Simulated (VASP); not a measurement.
Runs of VASP 6.6.1 on InAs. It takes space group F-43m (No. 216, cubic). Conventional cell: a = 6.091 Å, b = 6.091 Å, c = 6.091 Å, α = 90.00°, β = 90.00°, γ = 90.00°. Around In (site symmetry -43m) lie 4 As at 2.64 Å. Around As (site symmetry -43m) lie 4 In at 2.64 Å. The cell was built by a generator and needn't be a form met in nature.

```csv
task,level,cell,k mesh,cutoff (eV),grid for exact exchange (PRECFOCK),screening parameter,exchange at q = 0,gap on the mesh (eV),pressure (GPa)
band structure,PBEsol,as given,6 × 6 × 6,520,Fast,-,-,-,0.1
relaxation of cell and atoms,PBEsol,relaxed,10 × 10 × 10,600,-,-,-,none,0.0
band structure,HSE06,as given,6 × 6 × 6,520,Fast,0.2 1/A,-,0.42,(a)
band structure,PBE0,as given,6 × 6 × 6,520,Fast,-,truncated,0.97,0.1
```

Alike in all rows: potentials or basis VASP PAW PBE potentials, release 64 (In_d, As); no spin polarisation; smearing gaussian 0.03 eV.

Question: Estimate the missing entries.

Answer: (a) 0.3.

Caveats: the PAW data sets were made with another functional, which shifts forces and pressure a little; spin-orbit coupling is left out, which moves the levels of the heavy elements (some runs); this crystal is a semiconductor, whose small gap the functional closes, so the metal is an error of the method (some runs); the relaxation stopped at its first step, so nothing moved (some runs).

A k mesh can miss the band edges, and the runs leave out spin-orbit coupling on As, In.

A gap of «none» marks a metal or a gap under the smearing width.
